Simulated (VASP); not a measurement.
A VASP calculation is set up with these files.

**INCAR**
```
# general
SYSTEM =ZnSiP2
PREC   =Accurate
ENCUT  =500
LREAL  =F
LASPH  =T

# electronic loop
EDIFF  =1E-6
NELM   =100
ALGO   =Normal
LMAXMIX=4

# smearing
ISMEAR =0
SIGMA  =0.05

# functional
GGA    =PE

# ions
IBRION =2
NSW    =40
ISIF   =3
EDIFFG =-0.02
PSTRESS=300

# output
LWAVE  =F
LCHARG =F
```

POSCAR:
```
ZnSiP2
1.0
 -2.5651105742   2.5651105742   4.9863209358
  2.5651105742  -2.5651105742   4.9863209358
  2.5651105742   2.5651105742  -4.9863209358
Zn Si P
2 2 4
direct
  0.0000000000   0.0000000000   0.0000000000
  0.7500000000   0.2500000000   0.5000000000
  0.5000000000   0.5000000000   0.0000000000
  0.2500000000   0.7500000000   0.5000000000
  0.8750000000   0.8620759568   0.4870759568
  0.1379240432   0.6250000000   0.0129240432
  0.3750000000   0.3879240432   0.5129240432
  0.6120759568   0.1250000000   0.9870759568
```

KPOINTS:
```
Automatic mesh
0
Gamma
6 6 6
0 0 0
```

POTCAR, in this order: Zn Si P (PBE.64 set). Program: vasp_std.

Question: Write an equivalent input for Quantum ESPRESSO's pw.x.

Answer: One equivalent input (not run):
```
&CONTROL
  calculation = 'vc-relax'
  pseudo_dir = './pseudo'
  outdir = './out'
  tprnfor = .true.
  tstress = .true.
  nstep = 40
  forc_conv_thr = 0.00078
/
&SYSTEM
  ibrav = 0
  nat = 8
  ntyp = 3
  ecutwfc = 84
  occupations = 'smearing'
  smearing = 'gaussian'
  degauss = 0.003675
  input_dft = 'pbe'
/
&ELECTRONS
  conv_thr = 7.3e-08
  electron_maxstep = 100
/
&IONS
/
&CELL
  press = 300
/
ATOMIC_SPECIES
  Zn 65.380 Zn.upf
  Si 28.085 Si.upf
  P 30.974 P.upf
CELL_PARAMETERS angstrom
    -2.5651106    2.5651106    4.9863209
     2.5651106   -2.5651106    4.9863209
     2.5651106    2.5651106   -4.9863209
ATOMIC_POSITIONS crystal
  Zn   0.0000000  0.0000000  0.0000000
  Zn   0.7500000  0.2500000  0.5000000
  Si   0.5000000  0.5000000  0.0000000
  Si   0.2500000  0.7500000  0.5000000
  P    0.8750000  0.8620760  0.4870760
  P    0.1379240  0.6250000  0.0129240
  P    0.3750000  0.3879240  0.5129240
  P    0.6120760  0.1250000  0.9870760
K_POINTS automatic
  6 6 6 0 0 0
```
What does not carry over: the potentials are each code's own (VASP's PAW set, PseudoDojo norm-conserving files in pw.x), so ENCUT and ecutwfc are chosen apart and not converted; conv_thr bounds pw.x's estimated SCF error, while EDIFF bounds the energy change between steps; forc_conv_thr acts on force components and is met together with etot_conv_thr.

The compound is ZnSiP2 in the chalcopyrite structure. This run relaxes it under an external pressure of 30 GPa. Symmetry was kept, so distortions that lower it aren't found.
